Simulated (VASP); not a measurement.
Given:

```
RuS
1.0
    2.79703     0.00000     0.00000
    0.00000     2.79703     0.00000
    0.00000     0.00000     2.79703
Ru S
1 1
Direct
  0.00000   0.00000   0.00000
  0.50000   0.50000   0.50000
```

Level of theory: PBE GGA, VASP's PBE PAW potentials (set 64) (plane waves; VASP 6.6.1). Settings: EDIFF = 1E-3, 400 eV cut-off, 9×9×9 Γ-centred mesh, Gaussian smearing of 0.050 eV, potentials Ru_pv S.

Q: Give the stress tensor in GPa (positive for a compressed cell).

A: 
```
63.40   0.00   0.00
 0.00  63.40   0.00
 0.00   0.00  63.40
```
The pressure is its mean diagonal, 63.40 GPa.

The structure was generated: RuS was put into the CsCl type (Pm-3m), which need not be its known phase. The cell was not relaxed at this level. The run is one of a series of settings (EDIFF = 1E-3 against the base run), some of them coarse on purpose.
